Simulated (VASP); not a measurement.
# Be3CdO4 (Pmn2_1) in VASP: phonons with PBE

Aim: the phonons of Be3CdO4 with PBE.

Program: VASP 6.6.1. These are calculated values, not measurements. Logs are shortened: lines on timing, memory, paths and dates and some standing lists are left out, and cuts for length are marked.

### Step 1. The crystal as given

It takes space group Pmn2_1 (No. 31, orthorhombic). Conventional cell: a = 5.976 Å, b = 5.094 Å, c = 4.729 Å, α = 90.00°, β = 90.00°, γ = 90.00°. Around Be (site symmetry 1) lie 4 O at 1.64 to 1.88 Å. Be (site symmetry m) is surrounded by 4 O at 1.65 to 1.78 Å. Around Cd (site symmetry m) lie 4 O at 2.17 to 2.18 Å. Around O (site symmetry 1) lie 3 Be at 1.64 to 1.65 Å. O (site symmetry m) has 3 Be at 1.67 to 1.70 Å as nearest neighbours. O (site symmetry m) is surrounded by 3 Be at 1.78 to 1.88 Å.

The cell was built by a generator and needn't be a form met in nature.

### Step 2. Phonons, PBE

POSCAR

```
Be3CdO4
1.0
    5.9758400000      0.0000000000      0.0000000000
    0.0000000000      5.0943100000      0.0000000000
    0.0000000000      0.0000000000      4.7293400000
Be Cd O
6 2 8
Direct
    0.2562220000      0.1506500000      0.5041190000
    0.7437780000      0.1506500000      0.5041190000
    0.0000000000      0.7071580000      0.5021040000
    0.7562220000      0.8493500000      0.0041190000
    0.2437780000      0.8493500000      0.0041190000
    0.5000000000      0.2928420000      0.0021040000
    0.5000000000      0.6560770000      0.5001590000
    0.0000000000      0.3439230000      0.0001590000
    0.2069370000      0.8672540000      0.3502730000
    0.7930630000      0.8672540000      0.3502730000
    0.5000000000      0.2509210000      0.3533200000
    0.0000000000      0.3600860000      0.4605760000
    0.7069370000      0.1327460000      0.8502730000
    0.2930630000      0.1327460000      0.8502730000
    0.0000000000      0.7490790000      0.8533200000
    0.5000000000      0.6399140000      0.9605760000
```

INCAR.step1

```
SYSTEM = Be3CdO4
PREC = Accurate
ENCUT = 520
EDIFF = 1E-8
ISMEAR = 0
SIGMA = 0.03
LREAL = .False.
LASPH = .True.
NELM = 80
ALGO = Normal
ISIF = 3
LWAVE = .False.
LCHARG = .False.
GGA = PE
KPAR = 8
IBRION = 2
NSW = 40
EDIFFG = -0.002
```

INCAR.step2

```
SYSTEM = Be3CdO4
PREC = Accurate
ENCUT = 520
EDIFF = 1E-8
ISMEAR = 0
SIGMA = 0.03
LREAL = .False.
LASPH = .True.
NELM = 80
ALGO = Normal
ISIF = 2
LWAVE = .False.
LCHARG = .False.
GGA = PE
KPAR = 8
IBRION = 6
NFREE = 2
POTIM = 0.015
NSW = 1
```

KPOINTS

```
Automatic mesh
0
Gamma
  4 4 4
  0 0 0
```

Potentials or basis: VASP PAW PBE potentials, release 64 (Be, Cd, O).

Run with:

```bash
> cat potpaw_PBE.64/Be/POTCAR potpaw_PBE.64/Cd/POTCAR potpaw_PBE.64/O/POTCAR > POTCAR
> cp INCAR.step1 INCAR
> mpirun -np 8 vasp_std > vasp.out
> cp CONTCAR POSCAR
> cp INCAR.step2 INCAR
> mpirun -np 8 vasp_std > vasp.out
```

OUTCAR:

```text
SYSTEM = Be3CdO4
   PREC = Accurate
   ENCUT = 520
   EDIFF = 1E-8
   ISMEAR = 0
   LREAL = .False.
   LASPH = .True.
   NELM = 80
   ISIF = 2
   GGA = PE
   IBRION = 6
   NFREE = 2
   POTIM = 0.015
   NSW = 1

 ion  position               nearest neighbor table
   1  0.256  0.151  0.504-   9 1.64  14 1.65  11 1.70  12 1.88   7 2.91   7 2.96   8 2.97   8 3.00

   2  0.744  0.151  0.504-  10 1.64  13 1.65  11 1.70  12 1.88   7 2.91   7 2.96   8 2.97   8 3.00

   3  0.000  0.707  0.502-   9 1.65  10 1.65  15 1.67  12 1.78   8 3.00   7 3.00   7 3.00   8 3.01

   4  0.756  0.849  0.004-  13 1.64  10 1.65  15 1.70  16 1.88   8 2.91   8 2.96   7 2.97   7 3.00

   5  0.244  0.849  0.004-  14 1.64   9 1.65  15 1.70  16 1.88   8 2.91   8 2.96   7 2.97   7 3.00

   6  0.500  0.293  0.002-  13 1.65  14 1.65  11 1.67  16 1.78   7 3.00   8 3.00   8 3.00   7 3.01

   7  0.500  0.656  0.500-   9 2.17  10 2.17  11 2.18  16 2.18  16 2.55   2 2.91   1 2.91   1 2.96
                             2 2.96   5 2.97   4 2.97   6 3.00   4 3.00   5 3.00   3 3.00   3 3.00
   8  0.000  0.344  0.000-  13 2.17  14 2.17  15 2.18  12 2.18  12 2.55   5 2.91   4 2.91   5 2.96
                             4 2.96   2 2.97   1 2.97   3 3.00   1 3.00   2 3.00   6 3.00   6 3.00
   9  0.207  0.867  0.350-   1 1.64   3 1.65   5 1.65   7 2.17
  10  0.793  0.867  0.350-   2 1.64   3 1.65   4 1.65   7 2.17
  11  0.500  0.251  0.353-   6 1.67   2 1.70   1 1.70   7 2.18
  12  0.000  0.360  0.461-   3 1.78   2 1.88   1 1.88   8 2.18   8 2.55
  13  0.707  0.133  0.850-   4 1.64   6 1.65   2 1.65   8 2.17
  14  0.293  0.133  0.850-   5 1.64   6 1.65   1 1.65   8 2.17
  15  0.000  0.749  0.853-   3 1.67   4 1.70   5 1.70   8 2.18
  16  0.500  0.640  0.961-   6 1.78   5 1.88   4 1.88   7 2.18   7 2.55

  LATTYP: Found a simple orthorhombic cell.
 ALAT       =     4.7293329270
 B/A-ratio  =     1.0771130880
 C/A-ratio  =     1.2635922333

  Lattice vectors:

 A1 = (   0.0000000000,   0.0000000000,  -4.7293329270)
 A2 = (   0.0000000000,   5.0940263932,   0.0000000000)
 A3 = (   5.9759483552,   0.0000000000,   0.0000000000)

Analysis of symmetry for initial positions (statically):
=====================================================================
 Subroutine PRICEL returns:
 Original cell was already a primitive cell.

 Routine SETGRP: Setting up the symmetry group for a
 simple orthorhombic supercell.

 Subroutine GETGRP returns: Found  4 space group operations
 (whereof  2 operations were pure point group operations)
 out of a pool of  8 trial point group operations.

The static configuration has the point symmetry C_1h.
 The point group associated with its full space group is C_2v.

Analysis of symmetry for dynamics (positions and initial velocities):
=====================================================================
 Subroutine PRICEL returns:
 Original cell was already a primitive cell.

 Routine SETGRP: Setting up the symmetry group for a
 simple orthorhombic supercell.

 Subroutine GETGRP returns: Found  4 space group operations
 (whereof  2 operations were pure point group operations)
 out of a pool of  8 trial point group operations.

The dynamic configuration has the point symmetry C_1h.
 The point group associated with its full space group is C_2v.

 Subroutine INISYM returns: Found  4 space group operations
 (whereof  2 operations are pure point group operations),
 and found     1 'primitive' translations

[... 131 lines left out ...]
   TEBEG  =    0.0;   TEEND  =   0.0 temperature during run
   PSTRESS=    0.0 pullay stress
   NELECT =      84.0000    total number of electrons
   NUPDOWN=      -1.0000    fix difference up-down
   EMIN   =  10.00;   EMAX   =-10.00  energy-range for DOS
   EFERMI =   0.00;   METHOD = LEGACY
   ISMEAR =     0;   SIGMA  =   0.03  broadening in eV -4-tet -1-fermi 0-gaus
   EFERMI_NEDOS =   21; number of points for ismear=-14 and -15
   IALGO  =     38    algorithm
   IMIX   =      4    mixing-type and parameters
     AMIX     =   0.40;   BMIX     =  1.00
     AMIX_MAG =   1.60;   BMIX_MAG =  1.00
  volume/ion in A,a.u.               =       9.00        60.72
  Fermi-wavevector in a.u.,A,eV,Ry     =   1.367976  2.585101 25.461393  1.871360
  Thomas-Fermi vector in A             =   2.493981
   LORBIT       =      0    0 simple, 1 ext, 2 COOP (PROOUT), +10 PAW based schemes
   GGA     = PE    functional components
   LHFCALC =     F    Hartree Fock is set to
   AEXX    =    0.0000 exact exchange contribution
   IVDW    =     0    specifies the selected vdW correction
   LEPSILON=     F    determine dielectric tensor
   LRPA    =     F    only Hartree local field effects (RPA)
 finite differences with symmetry
 non-spin polarized calculation
 Gauss-broadening in eV      SIGMA  =   0.03
  energy-cutoff  :      520.00
  volume of cell :      143.97
 maximum number of plane-waves:      3900
 NGX is ok and might be reduce to    48
   NGX = 23   NGY = 19   NGZ = 17

--------------------------------------- Ionic step        1  -------------------------------------------

 number of electron      84.0000010 magnetization

 Free energy of the ion-electron system (eV)
  ---------------------------------------------------
  ext. energy  EPLUGINS =         0.00000000
  ---------------------------------------------------
  free energy    TOTEN  =       -98.67839390 eV

  energy without entropy =      -98.67839390  energy(sigma->0) =      -98.67839390

------------------------ aborting loop because EDIFF is reached ----------------------------------------

  FORCE on cell =-STRESS in cart. coord.  units (eV):
  Direction    XX          YY          ZZ          XY          YZ          ZX
  --------------------------------------------------------------------------------------
  -------------------------------------------------------------------------------------
  Total        0.0081013      0.0018844     -0.0044481      0.0000000      0.0000000      0.0000000
  in kB        0.0901570      0.0209711     -0.0495014      0.0000000      0.0000000      0.0000000
  external PRESSURE =       0.0205422 kB  Pullay stress =       0.0000000 kB
[... 131 lines left out ...]
  FREE ENERGIE OF THE ION-ELECTRON SYSTEM (eV)
  ---------------------------------------------------
  free  energy   TOTEN  =       -98.6774890858 eV

  energy  without entropy=      -98.6774890858  energy(sigma->0) =      -98.67748909

[... ionic steps 4 to 34 ...]

--------------------------------------- Ionic step       35  -------------------------------------------

 number of electron      84.0000006 magnetization

------------------------ aborting loop because EDIFF is reached ----------------------------------------
[... 95 lines left out ...]
--------------------------------------- Ionic step       37  -------------------------------------------

 number of electron      84.0000009 magnetization

 Free energy of the ion-electron system (eV)
  ---------------------------------------------------
  ext. energy  EPLUGINS =         0.00000000
  ---------------------------------------------------
  free energy    TOTEN  =       -98.67676754 eV

  energy without entropy =      -98.67676754  energy(sigma->0) =      -98.67676754

 E-fermi :   2.9783     XC(G=0): -11.0577

 val. band max:        2.8431598998   @ k =   0.5000   0.0000   0.5000
 cond. band min:       5.5320843938   @ k =   0.0000   0.0000   0.0000
 fundamental gap:      2.6889244940
 Fermi energy:         2.9782961627

 k-point     1 :       0.0000    0.0000    0.0000
  band No.  band energies     occupation
      1     -15.6818      2.00000
      2     -14.6655      2.00000
      3     -14.5386      2.00000
      4     -14.3750      2.00000
      5     -14.0335      2.00000
      6     -13.9706      2.00000
[... 1285 lines left out ...]
     50      12.0019      0.00000
     51      13.0475      0.00000

 [... further k-points ...]
[... 5 lines left out ...]
  --------------------------------------------------------------------------------------
  -------------------------------------------------------------------------------------
  Total        0.0005717     -0.0007147      0.1414240      0.0000000      0.0023386      0.0000000
  in kB        0.0063621     -0.0079533      1.5738593      0.0000000      0.0260252      0.0000000
  external PRESSURE =       0.5240894 kB  Pullay stress =       0.0000000 kB
[... 31 lines left out ...]
  FREE ENERGIE OF THE ION-ELECTRON SYSTEM (eV)
  ---------------------------------------------------
  free  energy   TOTEN  =       -98.6767675409 eV

  energy  without entropy=      -98.6767675409  energy(sigma->0) =      -98.67676754

 INTERNAL STRAIN TENSORS FROM DISPLACED ATOMS
 ============================================

 INTERNAL STRAIN TENSOR FOR ION    1 for displacements in x,y,z  (eV/Angst):
          X           Y           Z          XY          YZ          ZX
  --------------------------------------------------------------------------------
  x     4.68037     2.80962    -2.30479    -2.72742    -0.81087     0.26600
  y    -2.78502    -6.26074     0.85672     2.76745    -1.10460    -1.02682
  z     0.36487    -1.58012     3.48111    -1.19186    -0.61285    -0.73958
[... 8 lines left out ...]
 INTERNAL STRAIN TENSOR FOR ION   16 for displacements in x,y,z  (eV/Angst):
          X           Y           Z          XY          YZ          ZX
  --------------------------------------------------------------------------------
  x     0.00000     0.00000     0.00000    -0.28606     0.00000    -0.31048
  y    -0.72299    -0.95773     0.65413     0.00000    -0.42651     0.00000
  z     0.59299     0.27632    -9.13816     0.00000     0.13931     0.00000

 Eigenvectors and eigenvalues of the dynamical matrix
   1 f  =   24.406237 THz   153.348907 2PiTHz  814.104420 cm-1   100.936038 meV
   2 f  =   23.813653 THz   149.625596 2PiTHz  794.337969 cm-1    98.485312 meV
   3 f  =   23.396434 THz   147.004128 2PiTHz  780.421019 cm-1    96.759831 meV
   4 f  =   22.575950 THz   141.848877 2PiTHz  753.052633 cm-1    93.366585 meV
   5 f  =   22.213226 THz   139.569815 2PiTHz  740.953463 cm-1    91.866480 meV
   6 f  =   21.213660 THz   133.289357 2PiTHz  707.611531 cm-1    87.732609 meV
[... 37 lines left out ...]
  44 f  =    3.315698 THz    20.833142 2PiTHz  110.599766 cm-1    13.712617 meV
  45 f  =    3.150949 THz    19.797996 2PiTHz  105.104343 cm-1    13.031272 meV
  46 f/i=    0.004902 THz     0.030799 2PiTHz    0.163507 cm-1     0.020272 meV
  47 f/i=    0.005285 THz     0.033205 2PiTHz    0.176279 cm-1     0.021856 meV
  48 f/i=    0.010328 THz     0.064891 2PiTHz    0.344497 cm-1     0.042712 meV

 ELASTIC MODULI CONTR FROM IONIC RELAXATION (kBar)
 Direction    XX          YY          ZZ          XY          YZ          ZX
 --------------------------------------------------------------------------------
 XX        -678.7712     12.2848    319.7276      0.0000      0.0000      0.0000
 YY          12.2848   -976.2485    269.7431      0.0000     -0.0000     -0.0000
 ZZ         319.7276    269.7431   -436.9832      0.0000     -0.0000      0.0000
 XY           0.0000      0.0000      0.0000   -705.0332      0.0000     -0.0000
 YZ           0.0000     -0.0000     -0.0000     -0.0000   -180.9750      0.0000
 ZX           0.0000     -0.0000      0.0000     -0.0000      0.0000   -154.5530
 --------------------------------------------------------------------------------
```

Run time: 12 min. Hardware: 8 MPI ranks of Intel Xeon 6975P-C (Granite Rapids), shared host; peak memory 0.55 GiB.

What came out:

| Quantity | Value |
| --- | --- |
| Highest phonon frequency at Γ, LO-TO splitting left out | 814 cm⁻¹ |

Phonon frequencies in cm⁻¹ (negative: imaginary):
```csv
q point,frequencies
"(0.000, 0.000, 0.000)",0 0 0 105 111 118 121 181 207 208 235 292 296 357 362 364 395 399 438 458 465 492 494 494 495 511 532 538 552 558 570 582 591 616 631 640 641 645 677 692 702 704 708 741 753 780 794 814
```
